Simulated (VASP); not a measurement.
OSZICAR of a VASP run on TiO2 (rutile):

**OSZICAR**
```
       N       E                     dE             d eps       ncg     rms          rms(c)
DAV:   1     0.726572246887E+03    0.72657E+03   -0.27958E+04  1680   0.233E+03
DAV:   2     0.349985833881E+02   -0.69157E+03   -0.67083E+03  1764   0.644E+02
DAV:   3    -0.950394528875E+02   -0.13004E+03   -0.12528E+03  2668   0.237E+02
DAV:   4    -0.101352240292E+03   -0.63128E+01   -0.63049E+01  2292   0.550E+01
DAV:   5    -0.101616064801E+03   -0.26382E+00   -0.26376E+00  2420   0.973E+00    0.343E+01
DAV:   6    -0.719176956458E+02    0.29698E+02   -0.81467E+01  2076   0.112E+02    0.943E+00
DAV:   7    -0.686707213147E+02    0.32470E+01   -0.50838E+00  2248   0.168E+01    0.549E+00
DAV:   8    -0.742926618087E+02   -0.56219E+01   -0.22963E+00  1964   0.135E+01    0.267E+00
DAV:   9    -0.689480191695E+02    0.53446E+01   -0.14106E+00  1748   0.108E+01    0.103E+00
DAV:  10    -0.695438354524E+02   -0.59582E+00   -0.28006E-01  2104   0.463E+00    0.668E-01
DAV:  11    -0.695454505451E+02   -0.16151E-02   -0.11373E-02  2424   0.911E-01    0.943E-01
DAV:  12    -0.697271204806E+02   -0.18167E+00   -0.82737E-02  1796   0.272E+00    0.273E-01
DAV:  13    -0.697278754952E+02   -0.75501E-03   -0.64544E-03  2264   0.788E-01    0.122E-01
DAV:  14    -0.697299757318E+02   -0.21002E-02   -0.11069E-03  2260   0.279E-01    0.748E-02
DAV:  15    -0.697273264375E+02    0.26493E-02   -0.18844E-03  2004   0.412E-01    0.520E-02
DAV:  16    -0.697301696844E+02   -0.28432E-02   -0.94894E-04  1832   0.301E-01    0.623E-03
DAV:  17    -0.697304003765E+02   -0.23069E-03   -0.10431E-04  1896   0.109E-01    0.826E-03
DAV:  18    -0.697303992667E+02    0.11098E-05   -0.33952E-06  1824   0.184E-02    0.234E-03
DAV:  19    -0.697303976799E+02    0.15869E-05   -0.13983E-06  1160   0.125E-02    0.148E-03
DAV:  20    -0.697303995366E+02   -0.18567E-05   -0.72638E-07  1116   0.849E-03    0.169E-03
DAV:  21    -0.697303994547E+02    0.81911E-07   -0.21283E-07  1080   0.563E-03
   1 F= -.62213409E+02 E0= -.62213409E+02  d E =-.622134E+02
       N       E                     dE             d eps       ncg     rms          rms(c)
DAV:   1    -0.713979770688E+02   -0.16676E+01   -0.81281E+01  2152   0.105E+02    0.158E+01
DAV:   2    -0.693353759838E+02    0.20626E+01   -0.86143E+00  1984   0.295E+01    0.691E+00
DAV:   3    -0.689384562555E+02    0.39692E+00   -0.44558E+00  2048   0.152E+01    0.179E+00
DAV:   4    -0.688275206631E+02    0.11094E+00   -0.49929E-01  1984   0.545E+00    0.812E-01
DAV:   5    -0.688802995029E+02   -0.52779E-01   -0.17477E-01  2624   0.347E+00    0.518E-01
DAV:   6    -0.688832114635E+02   -0.29120E-02   -0.51949E-02  2004   0.257E+00    0.672E-01
DAV:   7    -0.688996075234E+02   -0.16396E-01   -0.20097E-02  2396   0.988E-01    0.231E-01
DAV:   8    -0.689039763066E+02   -0.43688E-02   -0.14368E-02  2396   0.108E+00    0.147E-01
DAV:   9    -0.689042253712E+02   -0.24906E-03   -0.15999E-03  2184   0.358E-01    0.720E-02
DAV:  10    -0.689041709076E+02    0.54464E-04   -0.26366E-04  2016   0.176E-01    0.321E-02
DAV:  11    -0.689042636178E+02   -0.92710E-04   -0.15809E-04  1868   0.132E-01    0.118E-02
DAV:  12    -0.689042615018E+02    0.21160E-05   -0.59931E-05  2092   0.698E-02    0.318E-03
DAV:  13    -0.689042622148E+02   -0.71301E-06   -0.49744E-06  1880   0.268E-02
   2 F= -.62047729E+02 E0= -.62047729E+02  d E =0.165680E+00
       N       E                     dE             d eps       ncg     rms          rms(c)
DAV:   1    -0.705649570545E+02   -0.16607E+01   -0.35216E+01  2088   0.742E+01    0.102E+01
DAV:   2    -0.697565813902E+02    0.80838E+00   -0.41954E+00  2016   0.217E+01    0.443E+00
DAV:   3    -0.695288990406E+02    0.22768E+00   -0.19967E+00  1728   0.883E+00    0.833E-01
DAV:   4    -0.695242957766E+02    0.46033E-02   -0.31557E-01  2004   0.469E+00    0.807E-01
DAV:   5    -0.695378584794E+02   -0.13563E-01   -0.11969E-02  1864   0.121E+00    0.541E-01
DAV:   6    -0.695560129517E+02   -0.18154E-01   -0.50111E-02  2532   0.158E+00    0.314E-01
DAV:   7    -0.695579861036E+02   -0.19732E-02   -0.49366E-03  2340   0.594E-01    0.228E-01
DAV:   8    -0.695586605558E+02   -0.67445E-03   -0.18116E-03  2276   0.368E-01    0.126E-01
DAV:   9    -0.695588022167E+02   -0.14166E-03   -0.46640E-04  1808   0.228E-01    0.485E-02
DAV:  10    -0.695589298267E+02   -0.12761E-03   -0.20724E-04  1712   0.181E-01    0.145E-02
DAV:  11    -0.695589390636E+02   -0.92369E-05   -0.28786E-05  2120   0.473E-02    0.966E-03
DAV:  12    -0.695589376856E+02    0.13780E-05   -0.15503E-05  1908   0.518E-02    0.650E-03
DAV:  13    -0.695589379979E+02   -0.31231E-06   -0.54106E-06  1984   0.237E-02
   3 F= -.62274198E+02 E0= -.62274198E+02  d E =-.607891E-01
       N       E                     dE             d eps       ncg     rms          rms(c)
DAV:   1    -0.695544798689E+02    0.44578E-02   -0.38671E-03  2172   0.744E-01    0.106E-01
DAV:   2    -0.695543848463E+02    0.95023E-04   -0.46564E-04  2244   0.219E-01    0.463E-02
DAV:   3    -0.695543647091E+02    0.20137E-04   -0.21079E-04  1840   0.915E-02    0.861E-03
DAV:   4    -0.695543597601E+02    0.49490E-05   -0.33095E-05  2016   0.488E-02    0.689E-03
DAV:   5    -0.695543611895E+02   -0.14293E-05   -0.10143E-06  1052   0.113E-02    0.495E-03
DAV:   6    -0.695543638797E+02   -0.26902E-05   -0.70834E-06  2164   0.148E-02    0.449E-03
DAV:   7    -0.695543646712E+02   -0.79152E-06   -0.55665E-07   928   0.550E-03
   4 F= -.62274220E+02 E0= -.62274220E+02  d E =-.608113E-01
       N       E                     dE             d eps       ncg     rms          rms(c)
DAV:   1    -0.695501153313E+02    0.42485E-02   -0.14106E+00  1680   0.104E+01    0.648E-01
DAV:   2    -0.695469822504E+02    0.31331E-02   -0.50547E-02  1928   0.204E+00    0.394E-01
DAV:   3    -0.695448278633E+02    0.21544E-02   -0.77580E-03  1864   0.858E-01    0.108E-01
DAV:   4    -0.695444012484E+02    0.42661E-03   -0.17869E-03  1928   0.432E-01    0.557E-02
DAV:   5    -0.695444818121E+02   -0.80564E-04   -0.27752E-04  1808   0.187E-01    0.297E-02
DAV:   6    -0.695444247339E+02    0.57078E-04   -0.15501E-04  1776   0.140E-01    0.100E-02
DAV:   7    -0.695444835867E+02   -0.58853E-04   -0.11166E-04  1748   0.121E-01    0.519E-03
DAV:   8    -0.695444982229E+02   -0.14636E-04   -0.14558E-05  1880   0.444E-02    0.220E-03
DAV:   9    -0.695444988903E+02   -0.66737E-06   -0.10985E-06  1172   0.113E-02
   5 F= -.62276988E+02 E0= -.62276988E+02  d E =-.276730E-02
       N       E                     dE             d eps       ncg     rms          rms(c)
DAV:   1    -0.695463053415E+02   -0.18071E-02   -0.23888E-02  1684   0.135E+00    0.844E-02
DAV:   2    -0.695462577109E+02    0.47631E-04   -0.86916E-04  1948   0.267E-01    0.515E-02
DAV:   3    -0.695462195104E+02    0.38201E-04   -0.13088E-04  1860   0.111E-01    0.146E-02
DAV:   4    -0.695462117201E+02    0.77903E-05   -0.29987E-05  1976   0.559E-02    0.733E-03
DAV:   5    -0.695462126690E+02   -0.94891E-06   -0.39958E-06  1536   0.228E-02
   6 F= -.62277051E+02 E0= -.62277051E+02  d E =-.283086E-02
```

Task: Which electronic solver shows in the log?

Result: It is blocked Davidson (ALGO = Normal, or the opening steps of other solvers). The INCAR had ALGO = Normal.

Task: Can the final energy be trusted as converged?

Result: The run converged. It stopped with EDIFF = 1E-6, NELM = 100, NSW = 40 and EDIFFG = -0.02 after 6 ionic steps (r2SCAN meta-GGA, plane waves, VASP's PBE PAW potentials (set 64)). Energy and stress use the plane-wave basis of the starting cell.

The compound is TiO2 in the rutile structure. This run relaxes it under an external pressure of 20 GPa. Symmetry was kept, so distortions that lower it aren't found.
